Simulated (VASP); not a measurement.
Calculation: r2SCAN meta-GGA, VASP's PBE PAW potentials (set 64) (plane waves; VASP).

VASP ran on this input.

KPOINTS:
```
Automatic mesh
0
Gamma
10 10 10
0 0 0
```

**POSCAR**
```
BAs
1
    0.0000000000     2.3214138346     2.3214138346
    2.3214138346     0.0000000000     2.3214138346
    2.3214138346     2.3214138346     0.0000000000
B As
1 1
Direct
  0.0000000000   0.0000000000   0.0000000000
  0.2500000000   0.2500000000   0.2500000000
```

### INCAR
```
SYSTEM  =  BAs
PREC  =  Accurate; ENCUT  =  600; LREAL  =  .FALSE.
LASPH  =  .TRUE.
EDIFF  =  1E-7; NELM  =  100; ALGO  =  Normal
LMAXMIX  =  4; LMIXTAU  =  .TRUE.
ISMEAR  =  0; SIGMA  =  0.05
METAGGA  =  R2SCAN
IBRION  =  2; NSW  =  30; ISIF  =  2
EDIFFG  =  -0.01
LWAVE  =  .FALSE.; LCHARG  =  .FALSE.
```

POTCAR, in this order: B As (PBE.64 set). Program: vasp_std.

### Question
Predict the energy per atom (σ→0), pressure.

### Answer

```yaml
energy per atom (σ→0): -11.074 eV/atom
pressure: 15.67 GPa
```

File OSZICAR:
```
...
DAV:  15    -0.221484810839E+02   -0.46876E-04   -0.38880E-05   936   0.673E-02    0.882E-03
DAV:  16    -0.221484882853E+02   -0.72014E-05   -0.16402E-05  1112   0.426E-02    0.296E-02
DAV:  17    -0.221484947031E+02   -0.64178E-05   -0.62728E-06   864   0.301E-02    0.569E-03
DAV:  18    -0.221484966740E+02   -0.19709E-05   -0.88061E-07  1000   0.990E-03    0.396E-03
DAV:  19    -0.221484959859E+02    0.68812E-06   -0.26428E-07   736   0.420E-03    0.150E-03
DAV:  20    -0.221484961341E+02   -0.14816E-06   -0.15715E-08   376   0.152E-03    0.741E-04
DAV:  21    -0.221484961284E+02    0.56368E-08   -0.36156E-09   376   0.662E-04
   1 F= -.22148496E+02 E0= -.22148496E+02  d E =-.221485E+02
```

The compound is BAs in the zinc blende structure. This cell was strained or had an atom moved on purpose.
